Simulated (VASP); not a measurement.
Crystal: Ba2SO.

```
O Ba S
1.0
     4.10799    0.00000    0.00000
     0.00000    4.10799    0.00000
     0.00000    0.00000    6.07753
O Ba S
1 2 1
Direct
  0.00000 0.00000 0.00000
  0.00000 0.00000 0.50000
  0.50000 0.50000 0.00000
  0.50000 0.50000 0.50000
```

The cell was built by a generator and needn't be a form met in nature.

The cell isn't the ideal one: biaxial_xy strain -4.3%.

Base run:

```yaml
Program: VASP 6.6.1
Functional: r2SCAN
Potentials_or_basis: VASP PAW PBE potentials, release 64 (O, Ba_sv, S)
Cutoff: 520 eV
k_mesh: 6 × 6 × 4
Occupations: gaussian, width 0.01 eV
Spin: no spin polarisation
```

Its results: band gap on the k mesh 1.76 eV, indirect (least direct gap 1.78 eV); pressure 7.1 GPa.

The run is repeated on the same cell with these changes: functional from r2SCAN to PBE; occupations from gaussian, width 0.01 eV to fermi-dirac, width 0.02 eV. What comes out?

Band gap on the k mesh 1.42 eV, indirect (least direct gap 1.43 eV); pressure 7.2 GPa.

Caveats: spin-orbit coupling is left out, which moves the levels of the heavy elements; the PAW data sets were made with another functional, which shifts forces and pressure a little (some runs).

A k mesh can miss the band edges.

Not every run made on this cell is shown here.
